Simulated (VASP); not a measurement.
All values below come from AM05 GGA, VASP's PBE PAW potentials (set 64) (plane waves; VASP 6.6.1).

VASP ran on this input.

POSCAR:
```
HfO2
1
    0.0000000000     2.5100409942     2.5100409942
    2.5100409942     0.0000000000     2.5100409942
    2.5100409942     2.5100409942     0.0000000000
Hf O
1 2
Direct
  0.0000000000   0.0000000000   0.0000000000
  0.2500000000   0.2500000000   0.2500000000
  0.7500000000   0.7500000000   0.7500000000
```

File KPOINTS:
```
k-points along high-symmetry lines
15
Line-mode
Reciprocal
  0.000000   0.000000   0.000000 ! GAMMA
  0.500000   0.000000   0.500000 ! X

  0.500000   0.000000   0.500000 ! X
  0.625000   0.250000   0.625000 ! U

  0.375000   0.375000   0.750000 ! K
  0.000000   0.000000   0.000000 ! GAMMA

  0.000000   0.000000   0.000000 ! GAMMA
  0.500000   0.500000   0.500000 ! L

  0.500000   0.500000   0.500000 ! L
  0.500000   0.250000   0.750000 ! W

  0.500000   0.250000   0.750000 ! W
  0.500000   0.000000   0.500000 ! X
```

### INCAR
```
ICHARG=11
SYSTEM=HfO2
LMAXMIX=6
LORBIT=11   ! lm-projected
PREC=Accurate
ISMEAR=0   ! Gaussian
ENCUT=520
EDIFF=1E-7   ! SCF stop (eV)
LCHARG=F
LWAVE=F
SIGMA=0.05   ! width (eV)
LASPH=T   ! aspherical one-centre terms
NELM=100   ! most electronic steps
LREAL=F
ALGO=Normal
GGA=AM   ! AM05
```

POTCAR, in this order: Hf_pv O (PBE.64 set). Program: vasp_std. Read from the step before: CHGCAR.

The resulting files:

### OSZICAR
```
       N       E                     dE             d eps       ncg     rms          rms(c)
DAV:   1     0.919057865904E+02    0.91906E+02   -0.13012E+04  2716   0.146E+03
DAV:   2    -0.269918321718E+02   -0.11890E+03   -0.11665E+03  3645   0.311E+02
DAV:   3    -0.303930853188E+02   -0.34013E+01   -0.33969E+01  3295   0.498E+01
DAV:   4    -0.304199874391E+02   -0.26902E-01   -0.26898E-01  3407   0.472E+00
DAV:   5    -0.304202750304E+02   -0.28759E-03   -0.28757E-03  3386   0.431E-01
DAV:   6    -0.304202812542E+02   -0.62239E-05   -0.62238E-05  3358   0.579E-02
DAV:   7    -0.304202814353E+02   -0.18112E-06   -0.18113E-06  3491   0.835E-03
DAV:   8    -0.304202814412E+02   -0.58981E-08   -0.58675E-08  2865   0.139E-03
   1 F= -.30420281E+02 E0= -.30420281E+02  d E =-.747543E-14
```

File OUTCAR:
```
 val. band max:        4.4328765625   @ k =   0.5000   0.0000   0.5000

 cond. band min:       8.2268832688   @ k =   0.5000   0.0000   0.5000



 k-point     1 :       0.0000    0.0000    0.0000
  band No.  band energies     occupation
      1     -25.1150      2.00000
      2     -25.1150      2.00000
      3     -25.1150      2.00000
      4     -14.3900      2.00000
      5     -11.1258      2.00000
      6      -1.1549      2.00000
      7      -1.1549      2.00000
      8      -1.1549      2.00000
      9       3.8046      2.00000
     10       3.8046      2.00000
     11       3.8046      2.00000
     12       8.2851      0.00000
     13       8.2851      0.00000
     14      10.4763      0.00000
     15      15.2093      0.00000

 k-point     2 :       0.0357    0.0000    0.0357
  band No.  band energies     occupation
      1     -25.1224      2.00000
      2     -25.1168      2.00000
      3     -25.1168      2.00000
      4     -14.3639      2.00000
      5     -11.1484      2.00000
      6      -1.1400      2.00000
      7      -1.1400      2.00000
      8      -1.0973      2.00000
      9       3.6666      2.00000
     10       3.8083      2.00000
     11       3.8083      2.00000
     12       8.3026      0.00000
     13       8.3466      0.00000
     14      10.5535      0.00000
     15      15.1540      0.00000

 k-point     3 :       0.0714    0.0000    0.0714
  band No.  band energies     occupation
      1     -25.1442      2.00000
      2     -25.1221      2.00000
      3     -25.1221      2.00000
      4     -14.2869      2.00000
      5     -11.2140      2.00000
      6      -1.0951      2.00000
      7      -1.0951      2.00000
      8      -0.9270      2.00000
      9       3.2913      2.00000
     10       3.8181      2.00000
     11       3.8181      2.00000
     12       8.3544      0.00000
     13       8.4979      0.00000
     14      10.7739      0.00000
     15      14.9417      0.00000

...
```

The density is held fixed in this step, so its total energy and stress have no physical meaning. Unless said otherwise, spin-orbit coupling is left out, though it shifts the bands of the heavy elements here.

The compound is HfO2 in the fluorite structure, the high-temperature cubic form, which is unstable at 0 K; the monoclinic form is the stable one. It was relaxed first.
